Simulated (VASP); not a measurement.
Crystal: FeSi.

```
Fe Si
1.0
     4.55070    0.00000    0.00000
     0.00000    4.55070    0.00000
     0.00000    0.00000    4.55070
Fe Si
4 4
Direct
  0.13652 0.13652 0.13652
  0.36348 0.86348 0.63652
  0.63652 0.36348 0.86348
  0.86348 0.63652 0.36348
  0.84240 0.84240 0.84240
  0.65760 0.15760 0.34240
  0.34240 0.65760 0.15760
  0.15760 0.34240 0.65760
```

* Program: VASP 6.6.1
* Task: relaxation of cell and atoms
* Functional: PBE
* Potentials or basis: VASP PAW PBE potentials, release 64 (Fe, Si)
* Cutoff: 600 eV
* k mesh: 8 × 8 × 8
* Occupations: gaussian, width 0.03 eV
* Spin: no spin polarisation

At the start: pressure -13.7 GPa; volume 11.78 Å³/atom.

Problem. How do energy, volume and symmetry change on relaxing?

Solution. Over 6 steps the energy falls by 36.5 meV/atom and the volume is 11.00 Å³/atom (-6.6 %); space group P2_13 (No. 198, to 0.05 Å).

Step by step:
```csv
step,energy change (eV),largest force (eV/Å),pressure (GPa),volume (Å³)
1,0.0000,0.2828,-13.74,94.24
2,0.1786,0.5248,23.10,81.12
3,-0.2901,0.1231,-0.24,88.12
4,-0.2902,0.1190,0.06,88.00
5,-0.2921,0.0274,0.06,88.00
6,-0.2922,0.0043,0.04,88.00
```

Final structure:
```cif
data_structure
_symmetry_space_group_name_H-M 'P 1'
_symmetry_Int_Tables_number 1
_cell_length_a 4.4480
_cell_length_b 4.4480
_cell_length_c 4.4480
_cell_angle_alpha 90.000
_cell_angle_beta 90.000
_cell_angle_gamma 90.000
_cell_volume 88.00
loop_
_atom_site_label
_atom_site_type_symbol
_atom_site_fract_x
_atom_site_fract_y
_atom_site_fract_z
_atom_site_occupancy
Fe1 Fe 0.13633 0.13633 0.13633 1
Fe2 Fe 0.36367 0.86367 0.63633 1
Fe3 Fe 0.63633 0.36367 0.86367 1
Fe4 Fe 0.86367 0.63633 0.36367 1
Si1 Si 0.84075 0.84075 0.84075 1
Si2 Si 0.65925 0.15925 0.34075 1
Si3 Si 0.34075 0.65925 0.15925 1
Si4 Si 0.15925 0.34075 0.65925 1
```
